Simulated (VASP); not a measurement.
These are optB88-vdW, VASP's PBE PAW potentials (set 64) (plane waves; VASP) values and carry that method's errors.

Input for VASP

### INCAR
```
SYSTEM=Pt3Ti
PREC=Accurate; ENCUT=520; LREAL=.FALSE.
LASPH=.TRUE.
EDIFF=1E-7; NELM=100; ALGO=Normal
LMAXMIX=6
ISMEAR=1; SIGMA=0.1
GGA=BO; LUSE_VDW=.TRUE.; AGGAC=0.0
PARAM1=0.1833333333; PARAM2=0.22
ISIF=2
LWAVE=.FALSE.; LCHARG=.FALSE.
```

### KPOINTS
```
Automatic mesh
0
Gamma
8 8 8
0 0 0
```

**POSCAR**
```
Pt3Ti
7.9830340
  0.4999999938   0.0000000000   0.0000000000
  0.0000000000   0.4999999938   0.0000000000
  0.0000000000   0.0000000000   0.4999999938
Ti Pt
1 3
Direct
  0.0000000000   0.0000000000   0.0000000000
  0.0000000000   0.5000000000   0.5000000000
  0.5000000000   0.0000000000   0.5000000000
  0.5000000000   0.5000000000   0.0000000000
```

POTCAR, in this order: Ti_sv Pt (PBE.64 set). Program: vasp_std.

Unless said otherwise, spin-orbit coupling is left out, though it shifts the bands of the heavy elements here.

**Question.** Predict the energy per atom (σ→0), pressure, band gap (on the k-mesh).

**Answer.** 
```
Quantity                                                    Result
------------------------  ----------------------------------------
energy per atom (σ→0)                               -4.683 eV/atom
band gap (on the k-mesh)  none (metal, semimetal or under 0.01 eV)
pressure                                                 -6.45 GPa
```

**OSZICAR**
```
...
DAV:  10    -0.187324651670E+02    0.22568E-01   -0.14686E-01  2504   0.267E+00    0.396E-01
DAV:  11    -0.187338774421E+02   -0.14123E-02   -0.23797E-03  2333   0.354E-01    0.418E-01
DAV:  12    -0.187322777485E+02    0.15997E-02   -0.12600E-02  2679   0.627E-01    0.909E-02
DAV:  13    -0.187322253758E+02    0.52373E-04   -0.23879E-04  2321   0.107E-01    0.394E-02
DAV:  14    -0.187322208717E+02    0.45040E-05   -0.20099E-05  2439   0.263E-02    0.257E-02
DAV:  15    -0.187322153553E+02    0.55164E-05   -0.36107E-05  2600   0.367E-02    0.372E-03
DAV:  16    -0.187322154485E+02   -0.93220E-07   -0.48106E-07  2013   0.531E-03
   1 F= -.18732215E+02 E0= -.18732604E+02  d E =0.116574E-02
```

The compound is Pt3Ti in the L1_2 structure. This cell is one point of a volume scan, at 1.03 of the reference volume.
